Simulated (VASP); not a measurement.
Computed with r2SCAN meta-GGA, VASP's PBE PAW potentials (set 64) (plane waves; VASP).

The input files of a VASP run:

File POSCAR:
```
La
1
    1.8954931054    -3.2830905936     0.0000000000
    1.8954931054     3.2830905936     0.0000000000
    0.0000000000     0.0000000000    12.0108425664
La
4
Direct
  0.0000000000   0.0000000000   0.5000000000
  0.0000000000   0.0000000000   0.0000000000
  0.3333330000   0.6666670000   0.2500000000
  0.6666670000   0.3333330000   0.7500000000
```

INCAR:
```
# general
SYSTEM  = La
PREC    = Accurate
ENCUT   = 520
LREAL   = .FALSE.
LASPH   = .TRUE.

# electronic loop
EDIFF   = 1E-6
NELM    = 100
ALGO    = Normal
LMAXMIX = 6
LMIXTAU = .TRUE.

# smearing
ISMEAR  = 1
SIGMA   = 0.1

# functional
METAGGA = R2SCAN

# ions
IBRION  = 2
NSW     = 60
ISIF    = 3
EDIFFG  = -0.02

# output
LWAVE   = .FALSE.
LCHARG  = .FALSE.
```

File KPOINTS:
```
kpoints
0
gamma
8 8 3
```

POTCAR, in this order: La (PBE.64 set). Program: vasp_std.

What VASP printed:

### OSZICAR
```
...
DAV:  25    -0.118967708810E+03   -0.33057E-03   -0.90359E-05  1188   0.702E-02    0.250E-01
DAV:  26    -0.118967675747E+03    0.33064E-04   -0.27221E-05  1608   0.395E-02    0.247E-01
DAV:  27    -0.118967652537E+03    0.23210E-04   -0.13927E-06   744   0.228E-02    0.249E-01
DAV:  28    -0.118967728008E+03   -0.75471E-04   -0.94295E-06  1296   0.296E-02    0.242E-01
DAV:  29    -0.118968079171E+03   -0.35116E-03   -0.16145E-04  1808   0.102E-01    0.210E-01
DAV:  30    -0.118968854918E+03   -0.77575E-03   -0.64034E-04  1800   0.165E-01    0.154E-01
DAV:  31    -0.118968976217E+03   -0.12130E-03   -0.11285E-04  1928   0.640E-02    0.144E-01
DAV:  32    -0.118969009149E+03   -0.32931E-04   -0.10084E-05  1576   0.230E-02    0.139E-01
DAV:  33    -0.118969226984E+03   -0.21784E-03   -0.14569E-04  1760   0.833E-02    0.111E-01
DAV:  34    -0.118969507292E+03   -0.28031E-03   -0.70409E-04  1792   0.174E-01    0.603E-02
DAV:  35    -0.118969497365E+03    0.99269E-05   -0.10601E-04  1928   0.713E-02    0.475E-02
DAV:  36    -0.118969503451E+03   -0.60865E-05   -0.35761E-05  1816   0.453E-02    0.364E-02
DAV:  37    -0.118969647341E+03   -0.14389E-03   -0.40180E-05  1800   0.555E-02    0.280E-02
DAV:  38    -0.118969730656E+03   -0.83315E-04   -0.12550E-04  1816   0.929E-02    0.104E-02
DAV:  39    -0.118969737250E+03   -0.65946E-05   -0.68351E-06  1442   0.253E-02    0.954E-03
DAV:  40    -0.118969758561E+03   -0.21310E-04   -0.16092E-05  1488   0.364E-02    0.712E-03
DAV:  41    -0.118969759207E+03   -0.64622E-06   -0.12665E-06   690   0.209E-02
   1 F= -.11896976E+03 E0= -.11896942E+03  d E =-.118970E+03
       N       E                     dE             d eps       ncg     rms          rms(c)
DAV:   1    -0.118975652566E+03   -0.58940E-02   -0.49058E-01  1616   0.131E+01    0.338E-01
DAV:   2    -0.118970911967E+03    0.47406E-02   -0.17085E-02  1790   0.157E+00    0.182E-01
DAV:   3    -0.118970868172E+03    0.43795E-04   -0.69763E-03  1784   0.833E-01    0.438E-02
DAV:   4    -0.118971196196E+03   -0.32802E-03   -0.72207E-04  1832   0.292E-01    0.351E-02
DAV:   5    -0.118971084673E+03    0.11152E-03   -0.43687E-04  1540   0.179E-01    0.161E-02
DAV:   6    -0.118971255640E+03   -0.17097E-03   -0.35948E-04  1566   0.192E-01    0.852E-03
DAV:   7    -0.118971266110E+03   -0.10471E-04   -0.60880E-05  1656   0.702E-02    0.237E-03
DAV:   8    -0.118971267344E+03   -0.12341E-05   -0.81399E-06  1120   0.278E-02    0.204E-03
DAV:   9    -0.118971269067E+03   -0.17226E-05   -0.97292E-07   756   0.199E-02    0.809E-04
DAV:  10    -0.118971268630E+03    0.43697E-06   -0.48533E-07   652   0.160E-02
   2 F= -.11897127E+03 E0= -.11897087E+03  d E =-.150942E-02
       N       E                     dE             d eps       ncg     rms          rms(c)
DAV:   1    -0.118974129251E+03   -0.28602E-02   -0.25216E-01  1616   0.935E+00    0.244E-01
DAV:   2    -0.118971660170E+03    0.24691E-02   -0.88415E-03  1790   0.113E+00    0.131E-01
DAV:   3    -0.118971650452E+03    0.97181E-05   -0.36357E-03  1784   0.599E-01    0.317E-02
DAV:   4    -0.118971823281E+03   -0.17283E-03   -0.37875E-04  1832   0.211E-01    0.256E-02
DAV:   5    -0.118971773420E+03    0.49861E-04   -0.21369E-04  1556   0.125E-01    0.121E-02
DAV:   6    -0.118971858463E+03   -0.85042E-04   -0.18912E-04  1538   0.140E-01    0.677E-03
DAV:   7    -0.118971865213E+03   -0.67503E-05   -0.41106E-05  1602   0.587E-02    0.183E-03
DAV:   8    -0.118971866183E+03   -0.96983E-06   -0.60050E-06  1098   0.229E-02
   3 F= -.11897187E+03 E0= -.11897147E+03  d E =-.210698E-02
       N       E                     dE             d eps       ncg     rms          rms(c)
DAV:   1    -0.118981094272E+03   -0.92291E-02   -0.10121E+00  1608   0.187E+01    0.490E-01
DAV:   2    -0.118971100116E+03    0.99942E-02   -0.35526E-02  1790   0.227E+00    0.263E-01
DAV:   3    -0.118971069138E+03    0.30978E-04   -0.14669E-02  1776   0.120E+00    0.635E-02
DAV:   4    -0.118971735169E+03   -0.66603E-03   -0.15444E-03  1848   0.423E-01    0.512E-02
DAV:   5    -0.118971599738E+03    0.13543E-03   -0.70397E-04  1600   0.224E-01    0.261E-02
DAV:   6    -0.118971838158E+03   -0.23842E-03   -0.75369E-04  1536   0.276E-01    0.150E-02
DAV:   7    -0.118971889948E+03   -0.51790E-04   -0.22527E-04  1574   0.136E-01    0.363E-03
DAV:   8    -0.118971894773E+03   -0.48251E-05   -0.21278E-05  1288   0.472E-02    0.360E-03
DAV:   9    -0.118971896887E+03   -0.21139E-05   -0.20812E-06   982   0.230E-02    0.235E-03
DAV:  10    -0.118971896978E+03   -0.90875E-07   -0.10670E-06   710   0.203E-02
   4 F= -.11897190E+03 E0= -.11897163E+03  d E =-.213777E-02
       N       E                     dE             d eps       ncg     rms          rms(c)
DAV:   1    -0.118974416938E+03   -0.25201E-02   -0.25524E-01  1614   0.936E+00    0.247E-01
DAV:   2    -0.118971863944E+03    0.25530E-02   -0.90906E-03  1798   0.115E+00    0.132E-01
DAV:   3    -0.118971910622E+03   -0.46678E-04   -0.37337E-03  1776   0.611E-01    0.323E-02
DAV:   4    -0.118972052709E+03   -0.14209E-03   -0.39281E-04  1808   0.213E-01    0.257E-02
DAV:   5    -0.118972026748E+03    0.25960E-04   -0.18056E-04  1616   0.112E-01    0.132E-02
DAV:   6    -0.118972097982E+03   -0.71234E-04   -0.51512E-04  1512   0.199E-01    0.184E-02
DAV:   7    -0.118972070111E+03    0.27871E-04   -0.27773E-04  1646   0.137E-01    0.737E-03
DAV:   8    -0.118972080075E+03   -0.99642E-05   -0.38757E-05  1760   0.514E-02    0.130E-03
DAV:   9    -0.118972084907E+03   -0.48316E-05   -0.49968E-06  1026   0.167E-02    0.116E-03
DAV:  10    -0.118972082712E+03    0.21952E-05   -0.49691E-07   612   0.175E-02    0.909E-04
DAV:  11    -0.118972084736E+03   -0.20247E-05   -0.26783E-07   570   0.941E-03    0.653E-04
DAV:  12    -0.118972083056E+03    0.16806E-05   -0.23855E-07   544   0.936E-03    0.614E-04
DAV:  13    -0.118972083190E+03   -0.13368E-06   -0.12726E-07   544   0.775E-03
   5 F= -.11897208E+03 E0= -.11897174E+03  d E =-.232398E-02
       N       E                     dE             d eps       ncg     rms          rms(c)
DAV:   1    -0.118972096153E+03   -0.13097E-04   -0.13502E-03  1628   0.683E-01    0.178E-02
DAV:   2    -0.118972082994E+03    0.13158E-04   -0.48260E-05  1764   0.836E-02    0.957E-03
DAV:   3    -0.118972081730E+03    0.12639E-05   -0.19247E-05  1752   0.444E-02    0.240E-03
DAV:   4    -0.118972083570E+03   -0.18392E-05   -0.10064E-06   630   0.152E-02    0.186E-03
DAV:   5    -0.118972082519E+03    0.10509E-05   -0.11762E-06   618   0.162E-02    0.702E-04
DAV:   6    -0.118972084409E+03   -0.18898E-05   -0.80516E-07   570   0.135E-02    0.443E-04
DAV:   7    -0.118972084139E+03    0.26900E-06   -0.21062E-07   544   0.110E-02
   6 F= -.11897208E+03 E0= -.11897174E+03  d E =-.232493E-02
       N       E                     dE             d eps       ncg     rms          rms(c)
DAV:   1    -0.118973804374E+03   -0.17200E-02   -0.86064E-02  1592   0.361E+00    0.217E-01
DAV:   2    -0.118972059719E+03    0.17447E-02   -0.64960E-03  1704   0.878E-01    0.108E-01
DAV:   3    -0.118972201627E+03   -0.14191E-03   -0.39215E-03  1750   0.538E-01    0.240E-02
DAV:   4    -0.118972103561E+03    0.98065E-04   -0.50554E-04  1790   0.203E-01    0.139E-02
DAV:   5    -0.118972150630E+03   -0.47069E-04   -0.68721E-05  1824   0.629E-02    0.908E-03
DAV:   6    -0.118972197574E+03   -0.46943E-04   -0.62986E-05  1712   0.677E-02    0.870E-03
DAV:   7    -0.118972197283E+03    0.29024E-06   -0.19371E-05  1468   0.390E-02    0.487E-03
DAV:   8    -0.118972194648E+03    0.26350E-05   -0.32846E-06  1028   0.216E-02    0.156E-03
DAV:   9    -0.118972195680E+03   -0.10311E-05   -0.94157E-07   574   0.183E-02    0.897E-04
DAV:  10    -0.118972194475E+03    0.12041E-05   -0.54996E-07   568   0.164E-02    0.551E-04
DAV:  11    -0.118972195735E+03   -0.12599E-05   -0.35545E-07   556   0.131E-02    0.360E-04
DAV:  12    -0.118972195815E+03   -0.79839E-07   -0.27116E-07   550   0.120E-02
   7 F= -.11897220E+03 E0= -.11897191E+03  d E =-.111676E-03
```

File OUTCAR:
```
------------------------ aborting loop because EDIFF is reached ----------------------------------------
  FORCE on cell =-STRESS in cart. coord.  units (eV):
  Direction    XX          YY          ZZ          XY          YZ          ZX
  --------------------------------------------------------------------------------------
  Total        0.0027156      0.0027156     -0.0042076      0.0000000      0.0000000      0.0000000
  in kB        0.0291577      0.0291577     -0.0451768      0.0000000      0.0000000      0.0000000
  external PRESSURE =       0.0043795 kB  Pullay stress =       0.0000000 kB
  volume of cell :      149.22
      direct lattice vectors                 reciprocal lattice vectors
     1.884954421 -3.264837053  0.000000000     0.265258403 -0.153147000  0.000000000
     1.884954421  3.264837053  0.000000000     0.265258403  0.153147000  0.000000000
    -0.000000000  0.000000000 12.123612336    -0.000000000  0.000000000  0.082483667
 POSITION                                       TOTAL-FORCE (eV/Angst)
 -----------------------------------------------------------------------------------
     -0.00000      0.00000      6.06181         0.000000      0.000000     -0.000000
      0.00000      0.00000      0.00000         0.000000      0.000000     -0.000000
      1.88495      1.08828      3.03090        -0.000000      0.000000      0.000000
      1.88495     -1.08828      9.09271         0.000000     -0.000000     -0.000000
 -----------------------------------------------------------------------------------
    total drift:                               -0.000000      0.000000      0.000000
  FREE ENERGIE OF THE ION-ELECTRON SYSTEM (eV)
  ---------------------------------------------------
  free  energy   TOTEN  =      -118.9721958152 eV

  energy  without entropy=     -118.9713409889  energy(sigma->0) =     -118.97191087

 reached required accuracy - stopping structural energy minimisation
```
(Selected blocks of OUTCAR.)

File CONTCAR:
```
La
   1.00000000000000
     1.8849544211270290   -3.2648370531573323    0.0000000000000000
     1.8849544211270290    3.2648370531573323    0.0000000000000000
    -0.0000000000000000    0.0000000000000000   12.1236123358062375
  La
     4
Direct
     0.0000000000000000    0.0000000000000000    0.5000000000000000
     0.0000000000000000    0.0000000000000000    0.0000000000000000
     0.3333330000000032    0.6666669999999968    0.2500000000000000
     0.6666669999999968    0.3333330000000032    0.7500000000000000
```

The compound is La in the dhcp structure. This run relaxes it. Symmetry was kept, so distortions that lower it aren't found. The start is the result of an earlier pass.
